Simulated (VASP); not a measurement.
A cell of Te (trig) near equilibrium:

```xyz
3
Lattice="2.1643 -3.7487 0.0000 2.1643 3.7487 0.0000 0.0000 0.0000 5.9665" Properties=species:S:1:pos:R:3 pbc="T T T"
Te     2.7723    -2.6957     3.9777
Te     3.1127     0.0000     0.0000
Te     2.7723     2.6957     1.9888
```

Computed with PBEsol GGA, VASP's PBE PAW potentials (set 64) (plane waves; VASP).

```tsv
run	ΔE (meV/atom)	σxx	σyy	σzz	largest shear component, with its sign (GPa)	largest force (eV/Å)
as it is	0.0	-0.03	-0.03	0.04	0.00	0.025
after one change	29.0	-1.48	-2.32	-3.86	-0.24	0.003
```
Stress is in GPa, positive when the cell is compressed.

### Question
What was changed between the two runs?
A) uniaxial strain of +0.5 % along x
B) biaxial strain of +4.0 % in the yz plane with the ions relaxed
C) biaxial strain of -1.0 % in the xy plane
D) uniaxial strain of +2.0 % along x

### Answer
B, biaxial strain of +4.0 % in the yz plane with the ions relaxed

The compound is Te in the trig structure.
